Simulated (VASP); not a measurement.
Method: LDA (Ceperley-Alder, Perdew-Zunger), VASP's LDA PAW potentials (set 64) (plane waves; VASP).

The input files of a VASP run:

**KPOINTS**
```
Automatic mesh
0
Gamma
12 12 12
0 0 0
```

**POSCAR**
```
Pb
1.0
  0.0000000000   2.4393718469   2.4393718469
  2.4393718469   0.0000000000   2.4393718469
  2.4393718469   2.4393718469   0.0000000000
Pb
1
Direct
  0.0000000000   0.0000000000   0.0000000000
```

### INCAR
```
ALGO = Normal
EDIFF = 1E-6
EDIFFG = -0.01
ENCUT = 520
IBRION = 2
ISIF = 3
ISMEAR = 1
LASPH = .TRUE.
LCHARG = .FALSE.
LMAXMIX = 4
LREAL = .FALSE.
LWAVE = .FALSE.
NELM = 100
NSW = 60
PREC = Accurate
SIGMA = 0.1
SYSTEM = Pb
```

POTCAR, in this order: Pb_d (LDA.64 set). Program: vasp_std.

The resulting files:

### OUTCAR
```
 ion  position               nearest neighbor table
   1  0.000  0.000  0.000-
  LATTYP: Found a face centered cubic cell.
 ALAT       =     4.8787436938
 Subroutine PRICEL returns:
 Original cell was already a primitive cell.
 Subroutine GETGRP returns: Found 48 space group operations
The static configuration has the point symmetry O_h .
The dynamic configuration has the point symmetry O_h .
 Subroutine INISYM returns: Found 48 space group operations
 Subroutine IBZKPT returns following result:
 Found     72 irreducible k-points:

 Following reciprocal coordinates:
            Coordinates               Weight
  0.000000  0.000000  0.000000      1.000000
  0.083333  0.000000  0.000000      8.000000
  0.166667  0.000000  0.000000      8.000000
  0.250000  0.000000  0.000000      8.000000
  0.333333  0.000000  0.000000      8.000000
  0.416667  0.000000  0.000000      8.000000
  0.500000  0.000000  0.000000      4.000000
  0.083333  0.083333  0.000000      6.000000
  0.166667  0.083333  0.000000     24.000000
  0.250000  0.083333  0.000000     24.000000
...
```

File OSZICAR:
```
       N       E                     dE             d eps       ncg     rms          rms(c)
DAV:   1     0.102245836245E+03    0.10225E+03   -0.73732E+03  1592   0.151E+03
DAV:   2     0.332129753797E+00   -0.10191E+03   -0.99897E+02  1623   0.329E+02
DAV:   3    -0.414287663190E+01   -0.44750E+01   -0.44415E+01  1893   0.802E+01
DAV:   4    -0.424828988067E+01   -0.10541E+00   -0.10536E+00  1915   0.133E+01
DAV:   5    -0.425246917012E+01   -0.41793E-02   -0.41791E-02  1943   0.237E+00    0.589E-01
DAV:   6    -0.423982209359E+01    0.12647E-01   -0.18274E-02  1907   0.263E+00    0.278E-01
DAV:   7    -0.423636376379E+01    0.34583E-02   -0.71413E-03  1869   0.154E+00    0.810E-02
DAV:   8    -0.423607961834E+01    0.28415E-03   -0.32344E-04  2154   0.376E-01    0.884E-03
DAV:   9    -0.423607795029E+01    0.16681E-05   -0.83042E-06  1886   0.566E-02    0.375E-03
DAV:  10    -0.423607806716E+01   -0.11687E-06   -0.24556E-07  1041   0.548E-03
   1 F= -.42360781E+01 E0= -.42355182E+01  d E =-.423608E+01
       N       E                     dE             d eps       ncg     rms          rms(c)
DAV:   1    -0.424803792977E+01   -0.11960E-01   -0.35170E-01  1854   0.136E+01    0.562E-01
DAV:   2    -0.423767758691E+01    0.10360E-01   -0.20857E-02  1833   0.322E+00    0.195E-01
DAV:   3    -0.423625577081E+01    0.14218E-02   -0.57980E-03  1998   0.163E+00    0.162E-02
DAV:   4    -0.423625474846E+01    0.10223E-05   -0.68379E-05  1680   0.980E-02    0.914E-03
DAV:   5    -0.423625962513E+01   -0.48767E-05   -0.36681E-05  1647   0.581E-02    0.490E-03
DAV:   6    -0.423625826928E+01    0.13558E-05   -0.30186E-06  1839   0.341E-02    0.888E-04
DAV:   7    -0.423625821923E+01    0.50058E-07   -0.23231E-07   849   0.584E-03
   2 F= -.42362582E+01 E0= -.42357330E+01  d E =-.180152E-03
       N       E                     dE             d eps       ncg     rms          rms(c)
DAV:   1    -0.423675857042E+01   -0.50030E-03   -0.14449E-02  1851   0.272E+00    0.115E-01
DAV:   2    -0.423632739171E+01    0.43118E-03   -0.86713E-04  1833   0.661E-01    0.396E-02
DAV:   3    -0.423626902689E+01    0.58365E-04   -0.23664E-04  1987   0.330E-01    0.324E-03
DAV:   4    -0.423626899779E+01    0.29096E-07   -0.27846E-06  1638   0.193E-02
   3 F= -.42362690E+01 E0= -.42357351E+01  d E =-.190931E-03
       N       E                     dE             d eps       ncg     rms          rms(c)
DAV:   1    -0.423644615271E+01   -0.17713E-03   -0.54388E-03  1851   0.167E+00    0.698E-02
DAV:   2    -0.423628538587E+01    0.16077E-03   -0.32411E-04  1833   0.404E-01    0.240E-02
DAV:   3    -0.423626381856E+01    0.21567E-04   -0.88117E-05  1976   0.202E-01    0.195E-03
DAV:   4    -0.423626381120E+01    0.73605E-08   -0.92797E-07  1069   0.118E-02
   4 F= -.42362638E+01 E0= -.42357248E+01  d E =-.185744E-03
```

File OUTCAR:
```
------------------------ aborting loop because EDIFF is reached ----------------------------------------
  FORCE on cell =-STRESS in cart. coord.  units (eV):
  Direction    XX          YY          ZZ          XY          YZ          ZX
  --------------------------------------------------------------------------------------
  Total        0.0008467      0.0008467      0.0008467     -0.0000000     -0.0000000      0.0000000
  in kB        0.0464667      0.0464667      0.0464667     -0.0000000     -0.0000000      0.0000000
  external PRESSURE =       0.0464667 kB  Pullay stress =       0.0000000 kB
  volume of cell :       29.19
      direct lattice vectors                 reciprocal lattice vectors
     0.000000000  2.443891843  2.443891843    -0.204591705  0.204591705  0.204591705
     2.443891843  0.000000000  2.443891843     0.204591705 -0.204591705  0.204591705
     2.443891843  2.443891843  0.000000000     0.204591705  0.204591705 -0.204591705
 POSITION                                       TOTAL-FORCE (eV/Angst)
 -----------------------------------------------------------------------------------
      0.00000      0.00000      0.00000        -0.000000     -0.000000     -0.000000
 -----------------------------------------------------------------------------------
    total drift:                               -0.000000     -0.000000     -0.000000
  FREE ENERGIE OF THE ION-ELECTRON SYSTEM (eV)
  ---------------------------------------------------
  free  energy   TOTEN  =        -4.2362638112 eV

  energy  without entropy=       -4.2346467911  energy(sigma->0) =       -4.23572480

 reached required accuracy - stopping structural energy minimisation
```
(Selected blocks of OUTCAR.)

**CONTCAR**
```
Pb
   1.00000000000000
     0.0000000000000000    2.4438918429087608    2.4438918429087608
     2.4438918429087608    0.0000000000000000    2.4438918429087608
     2.4438918429087608    2.4438918429087608    0.0000000000000000
  Pb
     1
Direct
     0.0000000000000000    0.0000000000000000    0.0000000000000000
```

The compound is Pb in the fcc structure. This run relaxes it. Symmetry was kept, so distortions that lower it aren't found. The start is the result of an earlier pass.
